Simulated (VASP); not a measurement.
# WS2 (Tungstenite): lattice, stiffness and zone-centre modes, part 2 of 2

What lattice, stiffness and vibrations does WS2 (Tungstenite) have at one level of theory? The starting structure is a measured crystal structure from the Crystallography Open Database. All runs use PBEsol.

VASP 6.6.1.

So far. Step 2 (Relaxation): The relaxed cell holds 18.046 Å³ an atom, with a = 3.142 Å (-0.3 % against the database cell) and c = 12.663 Å (+2.8 % against the database cell). Pressures at 0.985 and 1.015 times this volume, from two more relaxations that aren't shown, give a bulk modulus of 18.2 GPa. Step 3 (Elastic constants): The elastic tensor has C11 = 246.6, C12 = 51.6, C44 = 10.8 GPa, among others; its Hill averages are a bulk modulus of 45.0 and a shear modulus of 36.2 GPa.

## Step 4: Modes of the relaxed cell

Level of this step: PBEsol; plane waves and PAW (W, S) (VASP).

File INCAR:

```
SYSTEM = WS2
PREC = Accurate
ENCUT = 500
EDIFF = 1E-08
NELM = 100
ISMEAR = 0
SIGMA = 0.03
LREAL = .FALSE.
ALGO = Normal
GGA = PS
NBANDS = 24
LASPH = .TRUE.
LORBIT = 11
LWAVE = .FALSE.
LCHARG = .FALSE.
KPAR = 8
IBRION = 8
LEPSILON = .TRUE.
LPEAD = .TRUE.
ISIF = 2
```

File POSCAR:

```
WS2
1.0
    3.1421671393      0.0000000000      0.0000000000
   -1.5710835697      2.7211965656      0.0000000000
    0.0000000000      0.0000000000     12.6630551128
W S
2 4
Direct
    0.6666666667      0.3333333333      0.7500000000
    0.3333333333      0.6666666667      0.2500000000
    0.6666666667      0.3333333333      0.3738238877
    0.3333333333      0.6666666667      0.8738238877
    0.6666666667      0.3333333333      0.1261761123
    0.3333333333      0.6666666667      0.6261761123
```

File KPOINTS:

```
Automatic mesh
0
Gamma
12 12 4
0 0 0
```

Potentials, in the order of the species: W and S (PBE family, release 64).

Command:

```console
$ mpirun -np 8 vasp_std
```

The program printed:

```text
[... set-up lines as in an earlier step ...]
 entering main loop
       N       E                     dE             d eps       ncg     rms          rms(c)
DAV:   1     0.185068918861E+03    0.18507E+03   -0.15879E+04  2736   0.129E+03
DAV:   2    -0.379241854786E+02   -0.22299E+03   -0.21527E+03  3728   0.281E+02
DAV:   3    -0.529899281029E+02   -0.15066E+02   -0.14948E+02  3712   0.706E+01
DAV:   4    -0.533132646222E+02   -0.32334E+00   -0.32258E+00  3704   0.114E+01
[...]
DAV:  16    -0.506693937643E+02   -0.60776E-07   -0.63046E-08  3512   0.132E-03    0.152E-03
DAV:  17    -0.506693937452E+02    0.19072E-07   -0.32689E-08  3184   0.972E-04    0.678E-04
DAV:  18    -0.506693937483E+02   -0.30877E-08   -0.33030E-09  2248   0.487E-04
   1 F= -.50669394E+02 E0= -.50669394E+02  d E =-.382840E-16
 Linear response reoptimize wavefunctions to high precision
DAV:   1    -0.506693937496E+02   -0.13702E-08   -0.19801E-09  2496   0.213E-04
DAV:   2    -0.506693937498E+02   -0.13688E-09   -0.31082E-10  2128   0.117E-04
[...]
RMM:  13    -0.923858331876E-01   -0.51133E-08    0.71068E-09 26787   0.704E-05    0.735E-07
 first order change of Fermi-energy  -0.12288E-01
 force on displaced ion       3 direction 1 : -10.811  -0.000   0.000
 Born effective charge ion    3 direction 1 :   0.338   0.000   0.000
 Linear response progress:
  Degree of freedom:   4/  4
       N       E                     dE             d eps       ncg     rms          rms(c)
RMM:   1    -0.156000997651E+00   -0.15600E+00    0.56376E-03  7766   0.186E+00
RMM:   2    -0.149946376412E+00    0.60546E-02   -0.41878E-03  5435   0.382E-01    0.357E-01
RMM:   3    -0.149850526350E+00    0.95850E-04   -0.52616E-04  5710   0.112E-01    0.262E-01
RMM:   4    -0.149983559610E+00   -0.13303E-03   -0.21728E-04  5715   0.589E-02    0.315E-02
[...]
RMM:  18    -0.149998394438E+00   -0.74519E-09   -0.58034E-07  4532   0.810E-05    0.216E-07
RMM:  19    -0.149998394171E+00    0.26714E-09   -0.57737E-07  4447   0.810E-05    0.117E-07
RMM:  20    -0.149998394279E+00   -0.10828E-09   -0.56707E-07  4425   0.810E-05    0.884E-08
 first order change of Fermi-energy  -0.70891E-02
 force on displaced ion       3 direction 3 :  -0.000   0.000 -18.898
 Born effective charge ion    3 direction 3 :   0.000   0.000   0.210
 Born effective charges drift removed
 Linear response finished
```

Elapsed: 5.4 min, on 8 MPI ranks of Intel Xeon 6975P-C (Granite Rapids), shared host; peak memory 12 GiB.

From OUTCAR (step 4):

```text
  Total        0.0003188      0.0003188     -0.0043149     -0.0000000      0.0000000      0.0000000
  in kB        0.0047179      0.0047179     -0.0638488     -0.0000000      0.0000000      0.0000000
  external PRESSURE =      -0.0181377 kB  Pullay stress =       0.0000000 kB

 POSITION                                       TOTAL-FORCE (eV/Angst)
 -----------------------------------------------------------------------------------
      1.57108      0.90707      9.49729        -0.000000     -0.000000     -0.000000
     -0.00000      1.81413      3.16576        -0.000000      0.000000     -0.000000
      1.57108      0.90707      4.73375         0.000000      0.000000      0.000676
     -0.00000      1.81413     11.06528         0.000000     -0.000000      0.000676
      1.57108      0.90707      1.59778        -0.000000      0.000000     -0.000676
     -0.00000      1.81413      7.92930        -0.000000     -0.000000     -0.000676
 -----------------------------------------------------------------------------------
    total drift:                                0.000000     -0.000000      0.000000

 MACROSCOPIC STATIC DIELECTRIC TENSOR (including local field effects in DFT)
 ------------------------------------------------------
          13.340987    -0.000000    -0.000000
          -0.000000    13.340987     0.000000
           0.000000     0.000000     5.616630
 ------------------------------------------------------

 MACROSCOPIC STATIC DIELECTRIC TENSOR IONIC CONTRIBUTION
 ------------------------------------------------------
           0.068501    -0.000000    -0.000000
          -0.000000     0.068501    -0.000000
          -0.000000    -0.000000     0.017649
 ------------------------------------------------------

[... 2 further parts left out ...]
```

The zone-centre modes at 18.046 Å³ an atom are B1g (2) 440.0, A2u 438.3, E1g 298.4, E2u 296.9, B1g (1) 26.9, E2g 19.5 cm⁻¹.

## Step 5: Modes at 0.97 of that volume

Shape and positions were first relaxed at this volume, in a run that isn't shown.

INCAR is that of step 4.

File POSCAR:

```
WS2
1.0
    3.1352527109      0.0000000000      0.0000000000
   -1.5676263555      2.7152084950      0.0000000000
    0.0000000000      0.0000000000     12.3374013239
W S
2 4
Direct
    0.6666666667      0.3333333333      0.7500000000
    0.3333333333      0.6666666667      0.2500000000
    0.6666666667      0.3333333333      0.3771994213
    0.3333333333      0.6666666667      0.8771994213
    0.6666666667      0.3333333333      0.1228005787
    0.3333333333      0.6666666667      0.6228005787
```

KPOINTS is that of step 4.

Command:

```console
$ mpirun -np 8 vasp_std
```

The program printed:

```text
[... set-up lines as in an earlier step ...]
 entering main loop
       N       E                     dE             d eps       ncg     rms          rms(c)
DAV:   1     0.182346712643E+03    0.18235E+03   -0.16090E+04  2736   0.130E+03
DAV:   2    -0.384124388348E+02   -0.22076E+03   -0.21176E+03  3752   0.282E+02
DAV:   3    -0.529612201730E+02   -0.14549E+02   -0.14428E+02  3656   0.711E+01
DAV:   4    -0.532779783661E+02   -0.31676E+00   -0.31606E+00  3704   0.116E+01
[...]
DAV:  16    -0.506605824450E+02   -0.52380E-07   -0.43262E-08  3432   0.114E-03    0.181E-03
DAV:  17    -0.506605824269E+02    0.18131E-07   -0.30262E-08  3144   0.936E-04    0.629E-04
DAV:  18    -0.506605824319E+02   -0.49772E-08   -0.25376E-09  2216   0.427E-04
   1 F= -.50660582E+02 E0= -.50660582E+02  d E =-.117977E-12
 Linear response reoptimize wavefunctions to high precision
DAV:   1    -0.506605824326E+02   -0.76579E-09   -0.65356E-10  2272   0.140E-04
DAV:   2    -0.506605824326E+02    0.40927E-10   -0.11093E-10  2160   0.721E-05
 Linear response to external field (no local field effect), progress :
[...]
RMM:  15    -0.922385331735E-01    0.24402E-08   -0.44580E-07 21435   0.431E-05    0.864E-08
 first order change of Fermi-energy  -0.82885E-01
 force on displaced ion       3 direction 1 : -10.889  -0.000   0.000
 Born effective charge ion    3 direction 1 :   0.343   0.000   0.000
 Linear response progress:
  Degree of freedom:   4/  4
       N       E                     dE             d eps       ncg     rms          rms(c)
RMM:   1    -0.155935572880E+00   -0.15594E+00    0.58097E-03  7759   0.187E+00
RMM:   2    -0.149757635708E+00    0.61779E-02   -0.41529E-03  5426   0.388E-01    0.358E-01
RMM:   3    -0.149676669254E+00    0.80966E-04   -0.50205E-04  5707   0.112E-01    0.263E-01
RMM:   4    -0.149819536145E+00   -0.14287E-03   -0.22348E-04  5738   0.591E-02    0.318E-02
[...]
RMM:  12    -0.149833596078E+00    0.37607E-08   -0.40387E-07  6724   0.105E-04    0.332E-05
RMM:  13    -0.149833677894E+00   -0.81816E-07   -0.14680E-07  6606   0.627E-05    0.107E-05
RMM:  14    -0.149833684913E+00   -0.70186E-08   -0.79038E-08  6996   0.485E-05    0.299E-06
 first order change of Fermi-energy   0.44894E-01
 force on displaced ion       3 direction 3 :   0.000   0.000 -19.071
 Born effective charge ion    3 direction 3 :   0.000   0.000   0.248
 Born effective charges drift removed
 Linear response finished
```

Elapsed: 5.6 min, on 8 MPI ranks; peak memory 12 GiB; 45 min of CPU time.

Parts of OUTCAR (step 5):

```text
  Total        0.5474618      0.5474618      0.5275207     -0.0000000     -0.0000000      0.0000000
  in kB        8.3515090      8.3515090      8.0473087     -0.0000000     -0.0000000      0.0000000
  external PRESSURE =       8.2501089 kB  Pullay stress =       0.0000000 kB

 POSITION                                       TOTAL-FORCE (eV/Angst)
 -----------------------------------------------------------------------------------
      1.56763      0.90507      9.25305        -0.000000      0.000000      0.000000
     -0.00000      1.81014      3.08435        -0.000000     -0.000000      0.000000
      1.56763      0.90507      4.65366         0.000000      0.000000     -0.000879
     -0.00000      1.81014     10.82236        -0.000000     -0.000000     -0.000879
      1.56763      0.90507      1.51504         0.000000      0.000000      0.000879
     -0.00000      1.81014      7.68374        -0.000000     -0.000000      0.000879
 -----------------------------------------------------------------------------------
    total drift:                               -0.000000      0.000000     -0.000000

 MACROSCOPIC STATIC DIELECTRIC TENSOR (including local field effects in DFT)
 ------------------------------------------------------
          13.710554    -0.000000     0.000000
          -0.000000    13.710554     0.000000
           0.000000    -0.000000     6.310862
 ------------------------------------------------------

 MACROSCOPIC STATIC DIELECTRIC TENSOR IONIC CONTRIBUTION
 ------------------------------------------------------
           0.072473    -0.000000    -0.000000
          -0.000000     0.072473    -0.000000
          -0.000000    -0.000000     0.025364
 ------------------------------------------------------

[... 1 part as in an earlier step ...]

[... 1 further part left out ...]
```

The zone-centre modes at 17.504 Å³ an atom are B1g (2) 442.4, A2u 439.1, E1g 300.0, E2u 297.6, B1g (1) 38.5, E2g 25.0 cm⁻¹.

## Step 6: Modes at 1.03 of that volume

Shape and positions were first relaxed at this volume, in a run that isn't shown.

INCAR is that of step 5.

File POSCAR:

```
WS2
1.0
    3.1453861979      0.0000000000      0.0000000000
   -1.5726930990      2.7239843522      0.0000000000
    0.0000000000      0.0000000000     13.0162635399
W S
2 4
Direct
    0.6666666667      0.3333333333      0.7500000000
    0.3333333333      0.6666666667      0.2500000000
    0.6666666667      0.3333333333      0.3704146408
    0.3333333333      0.6666666667      0.8704146408
    0.6666666667      0.3333333333      0.1295853592
    0.3333333333      0.6666666667      0.6295853592
```

KPOINTS is that of step 5.

Command:

```console
$ mpirun -np 8 vasp_std
```

The program printed:

```text
[... set-up lines as in an earlier step ...]
 entering main loop
       N       E                     dE             d eps       ncg     rms          rms(c)
DAV:   1     0.184608665220E+03    0.18461E+03   -0.15805E+04  2736   0.128E+03
DAV:   2    -0.377881017031E+02   -0.22240E+03   -0.21325E+03  3688   0.277E+02
DAV:   3    -0.529892362169E+02   -0.15201E+02   -0.15042E+02  3720   0.710E+01
DAV:   4    -0.533232556676E+02   -0.33402E+00   -0.33306E+00  3664   0.114E+01
[...]
DAV:  15    -0.506662402077E+02   -0.16658E-06   -0.42480E-07  3840   0.410E-03    0.578E-03
DAV:  16    -0.506662402768E+02   -0.69078E-07   -0.69661E-08  3520   0.131E-03    0.190E-03
DAV:  17    -0.506662402721E+02    0.46621E-08   -0.36855E-08  3264   0.103E-03
   1 F= -.50666240E+02 E0= -.50666240E+02  d E =-.433890E-11
 Linear response reoptimize wavefunctions to high precision
DAV:   1    -0.506662402767E+02   -0.46439E-08   -0.31099E-09  2648   0.435E-04
DAV:   2    -0.506662402769E+02   -0.14006E-09   -0.57843E-10  2192   0.180E-04
[...]
RMM:  13    -0.924258113351E-01   -0.86507E-08    0.33209E-08 27311   0.892E-05    0.126E-06
 first order change of Fermi-energy  -0.13562E-03
 force on displaced ion       3 direction 1 : -10.773  -0.000   0.000
 Born effective charge ion    3 direction 1 :   0.335   0.000   0.000
 Linear response progress:
  Degree of freedom:   4/  4
       N       E                     dE             d eps       ncg     rms          rms(c)
RMM:   1    -0.156174996797E+00   -0.15617E+00    0.59050E-03  7761   0.184E+00
RMM:   2    -0.150256591518E+00    0.59184E-02   -0.42165E-03  5434   0.377E-01    0.357E-01
RMM:   3    -0.150150916392E+00    0.10568E-03   -0.54334E-04  5700   0.111E-01    0.261E-01
RMM:   4    -0.150279264694E+00   -0.12835E-03   -0.23565E-04  5704   0.588E-02    0.306E-02
[...]
RMM:  28    -0.150291221418E+00   -0.14921E-10   -0.10872E-06  4329   0.973E-05    0.540E-07
RMM:  29    -0.150291221431E+00   -0.13206E-10   -0.11034E-06  4308   0.973E-05    0.656E-07
RMM:  30    -0.150291221428E+00    0.27216E-11   -0.11002E-06  4292   0.973E-05    0.568E-07
 first order change of Fermi-energy  -0.48838E-01
 force on displaced ion       3 direction 3 :  -0.000  -0.000 -18.819
 Born effective charge ion    3 direction 3 :   0.000   0.000   0.178
 Born effective charges drift removed
 Linear response finished
```

Wall time 6.4 min (8 MPI ranks); peak memory 13 GiB; 51 min of CPU time.

OUTCAR, selected parts (step 6):

```text
  Total       -0.2607962     -0.2607962     -0.2781442      0.0000000     -0.0000000      0.0000000
  in kB       -3.7466826     -3.7466826     -3.9959102      0.0000000     -0.0000000      0.0000000
  external PRESSURE =      -3.8297585 kB  Pullay stress =       0.0000000 kB

 POSITION                                       TOTAL-FORCE (eV/Angst)
 -----------------------------------------------------------------------------------
      1.57269      0.90799      9.76220        -0.000000     -0.000000      0.000000
     -0.00000      1.81599      3.25407         0.000000     -0.000000      0.000000
      1.57269      0.90799      4.82141        -0.000000      0.000000     -0.000360
     -0.00000      1.81599     11.32955         0.000000     -0.000000     -0.000360
      1.57269      0.90799      1.68672         0.000000      0.000000      0.000360
     -0.00000      1.81599      8.19485         0.000000     -0.000000      0.000360
 -----------------------------------------------------------------------------------
    total drift:                               -0.000000      0.000000     -0.000000

 MACROSCOPIC STATIC DIELECTRIC TENSOR (including local field effects in DFT)
 ------------------------------------------------------
          12.964226    -0.000000     0.000000
          -0.000000    12.964226     0.000000
          -0.000000     0.000000     5.017250
 ------------------------------------------------------

 MACROSCOPIC STATIC DIELECTRIC TENSOR IONIC CONTRIBUTION
 ------------------------------------------------------
           0.065516    -0.000000     0.000000
          -0.000000     0.065516     0.000000
           0.000000     0.000000     0.012367
 ------------------------------------------------------

[... 1 part as in an earlier step ...]

[... 1 further part left out ...]
```

The zone-centre modes at 18.587 Å³ an atom are B1g (2) 438.8, A2u 438.1, E1g 297.5, E2u 296.6, B1g (1) 15.0, E2g 14.7 cm⁻¹.

## Step 7: The runs compared

| run | volume (Å³/atom) | B1g (2) | A2u | E1g | E2u | B1g (1) | E2g | core minutes |
| --- | --- | --- | --- | --- | --- | --- | --- | --- |
| relaxation | 18.046 | - | - | - | - | - | - | 5.47 |
| elastic constants | 18.046 | - | - | - | - | - | - | 49.6 |
| modes of the relaxed cell | 18.046 | 440.0 | 438.3 | 298.4 | 296.9 | 26.9 | 19.5 | 42.8 |
| modes at 0.97 of that volume | 17.504 | 442.4 | 439.1 | 300.0 | 297.6 | 38.5 | 25.0 | 44.8 |
| modes at 1.03 of that volume | 18.587 | 438.8 | 438.1 | 297.5 | 296.6 | 15.0 | 14.7 | 51.5 |

Modes are in cm⁻¹, degenerate ones as one, matched by symmetry and order. A number in brackets counts the listed modes of one symmetry from the lowest. The symmetry labels come from an automatic analysis and can be wrong where levels nearly coincide. Levels within 1 cm⁻¹ of another in the first mode run are left out, since their labels are uncertain. Core minutes are wall time times ranks of the run shown, on a shared host.

## Step 8: Results

```json
{
 "relaxed volume": "18.05 Å³/atom",
 "bulk modulus from two volumes": "18.2 GPa",
 "Hill shear modulus": "36.2 GPa",
 "mode B1g (2)": "440.0 cm⁻¹",
 "mode A2u": "438.3 cm⁻¹",
 "mode E1g": "298.4 cm⁻¹",
 "mode E2u": "296.9 cm⁻¹",
 "mode B1g (1)": "26.9 cm⁻¹",
 "mode E2g": "19.5 cm⁻¹"
}
```

In words: At the PBEsol level WS2 (Tungstenite) relaxes to 18.05 Å³ an atom. The bulk modulus is 18.2 GPa from the pressures at two volumes and 45.0 GPa as the Hill average of the elastic tensor; in a crystal this anisotropic the average lies above the modulus under even pressure, since it is the mean of an upper and a lower bound. The pressures at 0.97 and 1.03 of the volume give 20.1 GPa, so the bulk modulus is known only roughly. The bonds form layers, and no dispersion term is on, so the spacing, the stiffness across it and any mode in which layers move against each other are unreliable. The dielectric constants and Born charges in the logs aren't compared here; at a small gap they can be far off, and in a run without a gap they mean nothing. The frequencies are harmonic, and the splitting of polar modes by their long-range field is left out. All values are for a static lattice. Further runs on this material are not shown.

[Lines on the potential files, build, host, timing and source positions are cut from VASP's logs without a mark.]

[Logs are printed without paths, hosts, clocks, repeated set-up lines and the standing remarks that a program may print on its own settings, such as how far it seeks lower states.]

[Hosts, paths, dates, database ids (printed as entryN), source tags and the programs' standing remarks are cut or masked in the printed files.]
